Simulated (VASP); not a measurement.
# ScCr (P6_3mc) in VASP: relaxation of the atoms with LDA

Aim: the relaxation of the atoms of ScCr with LDA.

Program: VASP 6.6.1. These are calculated values, not measurements. Logs are shortened: lines on timing, memory, paths and dates and some standing lists are left out, and cuts for length are marked.

### 1 The crystal as given

Symmetry: P6_3mc, No. 186, hexagonal system. Conventional cell: a = 3.784 Å, b = 3.784 Å, c = 5.732 Å, α = 90.00°, β = 90.00°, γ = 120.00°. Sc (site symmetry 3m) has 4 Cr at 2.26 to 2.27 Å as nearest neighbours. Cr (site symmetry 3m) has 4 Sc at 2.26 to 2.27 Å as nearest neighbours.

The cell was built by a generator and needn't be a form met in nature.

### 2 Relaxation of the atoms, LDA, collinear spin, ferromagnetic start

Input file INCAR:

```
SYSTEM = ScCr
PREC = Accurate
ENCUT = 520
EDIFF = 1E-7
ISMEAR = 1
SIGMA = 0.2
LREAL = .FALSE.
LASPH = .TRUE.
NELM = 150
ALGO = Normal
ISIF = 2
LWAVE = .FALSE.
LCHARG = .FALSE.
ISPIN = 2
MAGMOM = 0 0 3 3
LORBIT = 11
LMAXMIX = 4
IBRION = 2
NSW = 40
EDIFFG = -0.01
```

Input file KPOINTS:

```
Automatic mesh
0
G
  8 8 5
  0 0 0
```

Input file POSCAR:

```
ScCr
1.0
    3.7844607000      0.0000000000      0.0000000000
   -1.8922303500      3.2774391100      0.0000000000
    0.0000000000      0.0000000000      5.7320909700
Sc Cr
2 2
Direct
    0.6666666700      0.3333333300      0.8850309800
    0.3333333300      0.6666666700      0.3850309800
    0.6666666700      0.3333333300      0.4899689900
    0.3333333300      0.6666666700      0.9899689900
```

Potentials or basis: VASP PAW LDA potentials, release 64 (Sc_sv, Cr_pv).

Run with:

```
$ cat potpaw_LDA.64/Sc_sv/POTCAR potpaw_LDA.64/Cr_pv/POTCAR > POTCAR
$ mpirun -np 1 vasp_std > vasp.out
```

OUTCAR:

```text
SYSTEM = ScCr
   PREC = Accurate
   ENCUT = 520
   EDIFF = 1E-7
   ISMEAR = 1
   LREAL = .FALSE.
   LASPH = .TRUE.
   NELM = 150
   ISIF = 2
   ISPIN = 2
   LORBIT = 11
   IBRION = 2
   NSW = 40
   EDIFFG = -0.01

 ion  position               nearest neighbor table
   1  0.667  0.333  0.885-   3 2.26   4 2.27   4 2.27   4 2.27
   2  0.333  0.667  0.385-   4 2.26   3 2.27   3 2.27   3 2.27
   3  0.667  0.333  0.490-   1 2.26   2 2.27   2 2.27   2 2.27
   4  0.333  0.667  0.990-   2 2.26   1 2.27   1 2.27   1 2.27

  LATTYP: Found a hexagonal cell.
 ALAT       =     3.7844607000
 C/A-ratio  =     1.5146387886

  Lattice vectors:

 A1 = (   3.7844607000,   0.0000000000,   0.0000000000)
 A2 = (  -1.8922303500,   3.2774391100,   0.0000000000)
 A3 = (   0.0000000000,   0.0000000000,   5.7320909700)

Analysis of symmetry for initial positions (statically):
=====================================================================
 Subroutine PRICEL returns:
 Original cell was already a primitive cell.

 Routine SETGRP: Setting up the symmetry group for a
 hexagonal supercell.

 Subroutine GETGRP returns: Found 12 space group operations
 (whereof  6 operations were pure point group operations)
 out of a pool of 24 trial point group operations.

The static configuration has the point symmetry C_3v.
 The point group associated with its full space group is C_6v.

Analysis of symmetry for dynamics (positions and initial velocities):
=====================================================================
 Subroutine PRICEL returns:
 Original cell was already a primitive cell.

 Routine SETGRP: Setting up the symmetry group for a
 hexagonal supercell.

 Subroutine GETGRP returns: Found 12 space group operations
 (whereof  6 operations were pure point group operations)
 out of a pool of 24 trial point group operations.

The dynamic configuration has the point symmetry C_3v.
 The point group associated with its full space group is C_6v.

Analysis of structural, dynamic, and magnetic symmetry:
=====================================================================
 Subroutine PRICEL returns:
 Original cell was already a primitive cell.

 Routine SETGRP: Setting up the symmetry group for a
 hexagonal supercell.

 Subroutine GETGRP returns: Found 12 space group operations
 (whereof  6 operations were pure point group operations)
 out of a pool of 24 trial point group operations.

The overall configuration has the point symmetry C_3v.
 The point group associated with its full space group is C_6v.

 Subroutine INISYM returns: Found 12 space group operations
[... 121 lines left out ...]
     AMIX_MAG =   1.60;   BMIX_MAG =  1.00
  volume/ion in A,a.u.               =      17.77       119.95
  Fermi-wavevector in a.u.,A,eV,Ry     =   1.415936  2.675731 27.277967  2.004874
  Thomas-Fermi vector in A             =   2.537322
   LORBIT       =     11    0 simple, 1 ext, 2 COOP (PROOUT), +10 PAW based schemes
   GGA     = CA    functional components
   LHFCALC =     F    Hartree Fock is set to
   AEXX    =    0.0000 exact exchange contribution
   IVDW    =     0    specifies the selected vdW correction
   LEPSILON=     F    determine dielectric tensor
   LRPA    =     F    only Hartree local field effects (RPA)
 conjugate gradient relaxation of ions
 spin polarized calculation
 Methfessel and Paxton  Order N= 1 SIGMA  =   0.20
  energy-cutoff  :      520.00
  volume of cell :       71.10
 maximum number of plane-waves:      1934
   NGX = 15   NGY = 15   NGZ = 21

--------------------------------------- Ionic step        1  -------------------------------------------

 number of electron      45.9999990 magnetization       5.9858246

 Free energy of the ion-electron system (eV)
  ---------------------------------------------------
  ext. energy  EPLUGINS =         0.00000000
  ---------------------------------------------------
  free energy    TOTEN  =       -25.53463946 eV

  energy without entropy =      -25.54510956  energy(sigma->0) =      -25.53812949

------------------------ aborting loop because EDIFF is reached ----------------------------------------

  FORCE on cell =-STRESS in cart. coord.  units (eV):
  Direction    XX          YY          ZZ          XY          YZ          ZX
  --------------------------------------------------------------------------------------
  -------------------------------------------------------------------------------------
  Total        6.7000663      6.7000663      3.3433910      0.0000000      0.0000000      0.0000000
  in kB      150.9864507    150.9864510     75.3435440      0.0000000      0.0000000      0.0000000
  external PRESSURE =     125.7721486 kB  Pullay stress =       0.0000000 kB
[... 139 lines left out ...]
--------------------------------------- Ionic step        5  -------------------------------------------

 number of electron      45.9999994 magnetization       5.2885954

 Free energy of the ion-electron system (eV)
  ---------------------------------------------------
  ext. energy  EPLUGINS =         0.00000000
  ---------------------------------------------------
  free energy    TOTEN  =       -25.76501400 eV

  energy without entropy =      -25.76586141  energy(sigma->0) =      -25.76529647

 E-fermi :   5.2817     XC(G=0): -11.2722

 val. band max:        5.2712650223   @ k =   0.2500   0.2500   0.0000
 cond. band min:       5.2846939343   @ k =   0.2500   0.0000   0.2000
 fundamental gap:      0.0134289120
 Fermi energy:         5.2817251742

 spin component 1

 k-point     1 :       0.0000    0.0000    0.0000
  band No.  band energies     occupation
      1     -42.4753      1.00000
      2     -42.4640      1.00000
      3     -37.5784      1.00000
      4     -37.5784      1.00000
      5     -37.5711      1.00000
      6     -37.5711      1.00000
[... 781 lines left out ...]
     29       7.3230     -0.00000
     30       7.9657     -0.00000

 [... further k-points ...]

 spin component 2

 k-point     1 :       0.0000    0.0000    0.0000
  band No.  band energies     occupation
      1     -42.3460      1.00000
      2     -42.3332      1.00000
      3     -35.5001      1.00000
      4     -35.5001      1.00000
      5     -35.4913      1.00000
      6     -35.4913      1.00000
[... 814 lines left out ...]
  FREE ENERGIE OF THE ION-ELECTRON SYSTEM (eV)
  ---------------------------------------------------
  free  energy   TOTEN  =       -25.7650140009 eV

  energy  without entropy=      -25.7658614145  energy(sigma->0) =      -25.76529647

 reached required accuracy - stopping structural energy minimisation

 total charge

# of ion       s       p       d       tot
------------------------------------------
    1        2.317   6.131   1.669  10.117
    2        2.317   6.131   1.669  10.117
    3        0.359   6.126   4.631  11.116
    4        0.359   6.126   4.631  11.116
--------------------------------------------------
tot          5.351  24.514  12.600  42.465

 magnetization (x)

# of ion       s       p       d       tot
------------------------------------------
    1        0.054   0.056   0.146   0.257
    2        0.054   0.056   0.146   0.257
    3        0.039   0.014   2.329   2.382
    4        0.039   0.014   2.329   2.382
--------------------------------------------------
tot          0.187   0.141   4.950   5.278
```

OSZICAR:

```text
N       E                     dE             d eps       ncg     rms          rms(c)
DAV:   1     0.777836666635E+03    0.77784E+03   -0.23686E+04  3672   0.180E+03
DAV:   2     0.319951084835E+02   -0.74584E+03   -0.73411E+03  3976   0.708E+02
[... 58 lines left out ...]
DAV:   3    -0.257650683681E+02    0.28930E-05   -0.20086E-03  5220   0.469E-01    0.118E-01
DAV:   4    -0.257650467101E+02    0.21658E-04   -0.27520E-04  6520   0.160E-01    0.920E-02
DAV:   5    -0.257650239225E+02    0.22788E-04   -0.41424E-05  6198   0.937E-02    0.603E-02
DAV:   6    -0.257650141152E+02    0.98072E-05   -0.33850E-05  6508   0.796E-02    0.178E-02
DAV:   7    -0.257650140415E+02    0.73782E-07   -0.38675E-06  4820   0.180E-02    0.731E-03
DAV:   8    -0.257650140009E+02    0.40554E-07   -0.62708E-07  4872   0.101E-02
   5 F= -.25765014E+02 E0= -.25765296E+02  d E =-.230375E+00  mag=     5.2889
```

CONTCAR:

```text
ScCr
   1.00000000000000
     3.7844606999999999    0.0000000000000000    0.0000000000000000
    -1.8922303499999999    3.2774391100000000    0.0000000000000000
     0.0000000000000000    0.0000000000000000    5.7320909699999998
  Sc              Cr
     2     2
Direct
     0.6666666699999979    0.3333333300000021    0.9139188902712202
     0.3333333300000021    0.6666666699999979    0.4139188902712202
     0.6666666699999979    0.3333333300000021    0.4610810797287845
     0.3333333300000021    0.6666666699999979    0.9610810797287844

  0.00000000E+00  0.00000000E+00  0.00000000E+00
  0.00000000E+00  0.00000000E+00  0.00000000E+00
  0.00000000E+00  0.00000000E+00  0.00000000E+00
  0.00000000E+00  0.00000000E+00  0.00000000E+00
```

Run time: 9.2 min. Hardware: 1 thread of Intel Xeon Platinum 8488C (Sapphire Rapids), shared host; peak memory 0.24 GiB.

Results:

| Property | Result |
| --- | --- |
| Free energy | -25.7650 eV |
| Energy gained by relaxing | 57.6 meV/atom |
| Ionic steps | 5 |
| Pressure after relaxing | 11.0 GPa |
| Band gap on the k mesh | none (metal or under the smearing width) |
| Net moment | 5.29 μB per cell |
| Site moments | Sc +0.26; Cr +2.38 μB |
| Valence electrons inside the program's atomic spheres | Sc 10.12; Cr 11.12 |

Step by step:
```tsv
step	energy change (eV)	largest force (eV/Å)	pressure (GPa)
1	0.0000	0.8343	12.58
2	-0.1096	0.5338	12.21
3	-0.2204	0.1378	11.03
4	-0.2302	0.0175	11.00
5	-0.2304	0.0010	11.02
```

Final structure:
```
CELL_PARAMETERS angstrom
3.78446 0.00000 0.00000
-1.89223 3.27744 0.00000
0.00000 0.00000 5.73209
ATOMIC_POSITIONS crystal
Sc 0.66667 0.33333 0.91392
Sc 0.33333 0.66667 0.41392
Cr 0.66667 0.33333 0.46108
Cr 0.33333 0.66667 0.96108
```

Levels at points of the mesh, in eV from the Fermi level:
Spin up:
```
           k point  band 22  band 23  band 24  band 25  band 26  band 27  band 28  band 29  band 30
(0.00, 0.00, 0.00)    -0.60    -0.55    -0.55    -0.40    -0.40     0.38     1.60     1.60     2.06
(0.50, 0.00, 0.00)    -1.27    -0.72    -0.53    -0.27    -0.21     0.87     1.57     1.61     3.81
```
Spin down:
```tsv
k point	band 18	band 19	band 20	band 21	band 22	band 23
(0.00, 0.00, 0.00)	-0.77	-0.76	-0.30	0.82	0.82	1.08
(0.50, 0.00, 0.00)	-1.25	-0.86	-0.63	-0.12	0.21	0.61
```
